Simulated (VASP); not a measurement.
```yaml
crystal:
  lattice:
    - [3.15341, 0.00000, 0.00000]
    - [-1.57670, 2.73093, 0.00000]
    - [0.00000, 0.00000, 5.86125]
  atoms:
    - { symbol: Sc, position: [0.00000, 0.00000, 0.00000] }
    - { symbol: Sc, position: [0.00000, 0.00000, 0.50000] }
    - { symbol: C, position: [0.33333, 0.66667, 0.25000] }
    - { symbol: C, position: [0.66667, 0.33333, 0.75000] }
```

Calculation: LDA (Ceperley-Alder, Perdew-Zunger), VASP's LDA PAW potentials (set 64) (plane waves; VASP). Run with 520 eV cut-off, 12×12×6 Γ-centred mesh, tetrahedra with Blöchl corrections, potentials Sc_sv C.

Q: The job: ScC (relaxed from the NiAs type structure, space group P6_3/mmc), 4 atoms, LDA, static run, 520 eV, 12×12×6 Γ-centred mesh. Roughly how much core time does it take on a busy server core?

A: About 40 core-seconds (one run on a shared machine, a rough figure). It had 76 irreducible k-points, 19 bands, up to 1378 plane waves and 14 electronic steps.

The structure was generated: ScC was put into the NiAs type type (P6_3/mmc), which need not be its known phase. It was relaxed first, which changed the volume by -30 %.
